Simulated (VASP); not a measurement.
```
CELL_PARAMETERS angstrom
     -2.91352     2.91352     1.58010
      2.91352    -2.91352     1.58010
      2.91352     2.91352    -1.58010
ATOMIC_POSITIONS crystal
  Sn 0.25000 0.75000 0.50000
  Sn 0.00000 0.00000 0.00000
```

Level of theory: PBEsol GGA, VASP's PBE PAW potentials (set 64) (plane waves; VASP). Numerical set-up: 480 eV cut-off, 12×12×12 Γ-centred mesh, first-order Methfessel-Paxton smearing of 0.10 eV, potentials Sn_d.

Each row applies one change to this cell, which was relaxed at other settings and keeps the small stress of the first row; at a fixed cut-off the stress holds a Pulay part, so it need not integrate to ΔE exactly. Stress is in GPa, positive when the cell is compressed.

| change | ΔE (meV/atom) | σxx | σyy | σzz | largest shear component, with its sign (GPa) | largest force (eV/Å) |
|---|---|---|---|---|---|---|
| none | 0.0 | 0.00 | 0.00 | 0.04 | 0.00 | 0.000 |
| atom 1 (Sn) moved by -0.025 Å along y | 0.6 | -0.01 | 0.03 | 0.05 | -0.16 | 0.094 |
| isotropic strain of +4.0 % | 57.0 | -5.13 | -5.13 | -4.72 | 0.00 | 0.000 |
| isotropic strain of -1.0 % | [?] | [?] | [?] | [?] | [?] | [?] |
| biaxial strain of +4.0 % in the yz plane | 32.1 | -1.46 | -4.74 | -4.34 | 0.00 | 0.114 |
| isotropic strain of +1.0 % | [?] | [?] | [?] | [?] | [?] | [?] |

### Question
Fill in the missing entries.

### Answer

- isotropic strain of -1.0 %, ΔE (meV/atom): 4.7
- isotropic strain of -1.0 %, σxx: 1.91
- isotropic strain of -1.0 %, σyy: 1.91
- isotropic strain of -1.0 %, σzz: 1.73
- isotropic strain of -1.0 %, largest shear component, with its sign (GPa): 0.00
- isotropic strain of -1.0 %, largest force (eV/Å): 0.000
- isotropic strain of +1.0 %, ΔE (meV/atom): 3.8
- isotropic strain of +1.0 %, σxx: -1.63
- isotropic strain of +1.0 %, σyy: -1.63
- isotropic strain of +1.0 %, σzz: -1.43
- isotropic strain of +1.0 %, largest shear component, with its sign (GPa): 0.00
- isotropic strain of +1.0 %, largest force (eV/Å): 0.000

Failed runs are left out, and for metals the shear rows, which the mesh's noise covers.

The compound is Sn in the beta structure.
